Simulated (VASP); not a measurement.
A run of VASP 6.6.1:

Contents of INCAR:

```
PREC = Accurate ; ENCUT = 520
EDIFF = 1E-6 ; ISMEAR = 0
SIGMA = 0.05 ; LREAL = F
LASPH = T ; NELM = 80
ALGO = Normal ; ISIF = 2
LWAVE = F ; LCHARG = F
GGA = PS ; IBRION = 2
NSW = 60 ; EDIFFG = -0.01
```

File KPOINTS:

```
Automatic mesh
0
Gamma
  8 8 5
```

The input POSCAR:

```
BeHF
1.0
    3.1711226500      0.0000000000      0.0000000000
    0.0000000000      3.1711226500      0.0000000000
    0.0000000000      0.0000000000      5.2401098700
Be H F
2 2 2
Direct
    0.0000000000      0.5000000000      0.8299999800
    0.5000000000      0.0000000000      0.1700000200
    0.0000000000      0.0000000000      0.0000000000
    0.5000000000      0.5000000000      0.0000000000
    0.0000000000      0.5000000000      0.3300000100
    0.5000000000      0.0000000000      0.6699999900
```

Potentials or basis: VASP PAW PBE potentials, release 64 (Be, H, F).

Launch:

```bash
$ cat potpaw_PBE.64/Be/POTCAR potpaw_PBE.64/H/POTCAR potpaw_PBE.64/F/POTCAR > POTCAR
$ mpirun -np 1 vasp_std > vasp.out
```

Hardware: 1 thread of Intel(R) Xeon(R) Platinum 8375C CPU @ 2.90GHz (Ice Lake) (shared host).

**Question.** Estimate the wall time of this run.

**Answer.** Wall time 7.2 min on 1 thread of Intel(R) Xeon(R) Platinum 8375C CPU @ 2.90GHz (Ice Lake) (shared host), peak memory 0.18 GiB. Counts: scf iterations 291, k points 45, ion steps 41.
